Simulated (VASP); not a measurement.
**Ag3Al (ordered alloy cell): computed properties**

All values below come from PBEsol GGA, VASP's PBE PAW potentials (set 64) (plane waves; VASP).

| Quantity | Result |
|---|---|
| space group | Cmmm (65) |
| cell | a = 5.6994 Å, b = 7.8590 Å, c = 2.9011 Å, α = β = γ = 90.00° |
| volume per atom | 16.24 Å³/atom |
| band gap (over mesh and band path) | none (metal, semimetal or under 0.01 eV) |
| density | 8.96 g/cm³ |

```
Ag3Al
1.0
    0.03635     4.06646     3.92952
    4.06646     0.03635     3.92952
    2.05141     2.05141     0.00000
Al Ag
1 3
Direct
  0.00000   0.00000   0.00000
  0.00000   0.50000   0.00000
  0.50000   0.00000   0.00000
  0.50000   0.50000   0.00000
```

The structure was generated: Ag3Al was put into an ordered model structure (Cmmm), which need not be its known phase. It was relaxed first. Symmetry was kept, so distortions that lower it aren't found.
